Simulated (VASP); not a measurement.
Runs of VASP 6.6.1 on TiPt3. Symmetry: Pm-3m, No. 221, cubic system. The conventional cell has a = 3.925 Å, b = 3.925 Å, c = 3.925 Å, α = 90.00°, β = 90.00°, γ = 90.00°. Around Ti (site symmetry m-3m) lie 12 Pt at 2.78 Å. Pt (site symmetry 4/mmm) is surrounded by 4 Ti at 2.78 Å and 8 Pt at 2.78 Å. The cell comes from a database or a generator and needn't be the stable form of this composition.

```tsv
task	cell	k mesh	cutoff (eV)	mesh quality	gap on the mesh (eV)	pressure (GPa)	relaxed volume (Å³/atom)
relaxation of cell and atoms	relaxed	4 × 4 × 4	600	coarse	none	-0.1	14.85
relaxation of cell and atoms	relaxed	12 × 12 × 12	600	not flagged	none	0.0	14.86
single point	Pm-3m, 14.88 Å³/atom	4 × 4 × 4	520	coarse	none	(b)	-
single point	Pm-3m, 15.11 Å³/atom	4 × 4 × 4	520	coarse	none	-4.6	-
single point	Pm-3m, 14.88 Å³/atom	12 × 12 × 12	520	not flagged	none	(a)	-
```

Alike in all rows: level PBE+D3(BJ); potentials or basis VASP PAW PBE potentials, release 64 (Ti_sv, Pt); no spin polarisation; smearing gaussian 0.1 eV.

**Question.** Estimate the missing entries.

**Answer.** (a) -0.4; (b) -0.6.

Caveats: some runs use coarse meshes; pairwise dispersion overbinds metals, which lowers pressure and volume.

A k mesh can miss the band edges, and the runs leave out spin-orbit coupling on Pt.

A gap of «none» marks a metal or a gap under the smearing width.
